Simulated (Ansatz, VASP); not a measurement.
## ZrOs: VASP beside Ansatz

INCAR

```
SYSTEM = ZrOs
PREC = Accurate
ENCUT = 520
EDIFF = 1E-8
ISMEAR = -1
SIGMA = 0.03
LREAL = .FALSE.
LASPH = .TRUE.
NELM = 60
ALGO = Normal
ISIF = 2
LWAVE = .FALSE.
LCHARG = .FALSE.
GGA = CA
LEFG = .TRUE.
NBANDS = 17
```

Contents of KPOINTS:

```
regular mesh
0
G
  13 13 13
  0 0 0
```

File POSCAR:

```
ZrOs
1.0
    3.2520868750      0.0000000000      0.0000000000
    0.0000000000      3.2520868750      0.0000000000
    0.0000000000      0.0000000000      3.2520868750
Zr Os
1 1
Direct
    0.5000000000      0.5000000000      0.5000000000
    0.0000000000      0.0000000000      0.0000000000
```

Input for Ansatz:

```yaml
crystal:
  lattice:
    - [3.252086875, 0.0, 0.0]
    - [0.0, 3.252086875, 0.0]
    - [0.0, 0.0, 3.252086875]
  atoms:
    - { symbol: Zr, position: [0.5, 0.5, 0.5] }
    - { symbol: Os, position: [0.0, 0.0, 0.0] }
kpoints:
  mp_grid: { grid: [13, 13, 13] }
scf:
  occupations: { method: fermi_dirac, width: 0.03 }
hamiltonian:
  xc: lda
  pseudopotentials: { kind: all_electron, datasets: crystal }
output:
  forces: true
  stress: true
  eigenvalues: true
  efg: { contact_densities: true }
```

Change from the starting cell: volume scaled by 0.99, crystal datasets.

Alike in both runs: task electric field gradients; functional LDA; k mesh 13 × 13 × 13; occupations fermi-dirac, width 0.03 eV; no spin polarisation.

|  | VASP | Ansatz |
| --- | --- | --- |
| version | VASP 6.6.1 | Ansatz 0.2.0 |
| potentials or method | VASP PAW LDA potentials, release 64 (Zr_sv, Os) | all-electron PAW with datasets made for the crystal, scalar-relativistic |
| plane-wave cutoff (eV) | 520 | see its input |

|  | VASP | Ansatz | Ansatz less VASP |
| --- | --- | --- | --- |
| pressure (GPa) | -5.0 | -5.3 | -0.30 |
| Vzz of the field gradient on the site that differs most (V/Å²) | 0.0 | 0.0 | 0.00 |

Ansatz ran all-electron here, so the differences hold the error of VASP's frozen core and of both bases. Ansatz warned: «gradients_without_spin_orbit».

The runs have no spin-orbit coupling, so splittings on Os are missing.
